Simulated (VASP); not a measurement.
# Be3ZnSe4 (ordered alloy cell): computed properties

Method: PBEsol GGA, VASP's PBE PAW potentials (set 64) (plane waves; VASP 6.6.1).

```
Quantity                                                                                                               Value
---------------------------------------------  -----------------------------------------------------------------------------
space group                                                                                                        Amm2 (38)
cell                                           a = 3.7163 Å, b = 7.4478 Å, c = 10.5574 Å, α = 90.00°, β = 90.00°, γ = 90.00°
volume per atom                                                                                                18.26 Å³/atom
band gap (over mesh and band path)                                                                                   2.26 eV
smallest direct gap (over mesh and band path)                                                                        2.31 eV
band-edge character                                                                                         indirect, Γ to T
density                                                                                                           4.64 g/cm³
```

```
CELL_PARAMETERS angstrom
     -0.00533     5.26103     5.27868
      5.26103    -0.00533     5.27868
      2.62785     2.62785     0.00000
ATOMIC_POSITIONS crystal
  Zn 0.99845 0.99845 0.00310
  Se 0.13865 0.13865 0.22271
  Se 0.13124 0.60644 0.26232
  Se 0.60644 0.13124 0.26232
  Se 0.62493 0.62493 0.25013
  Be 0.00004 0.50037 0.99959
  Be 0.50037 0.00004 0.99959
  Be 0.49988 0.49988 0.00024
```

The structure was generated: Be3ZnSe4 was put into an ordered model structure (Amm2), which need not be its known phase. It was relaxed first. Symmetry was kept, so distortions that lower it aren't found.
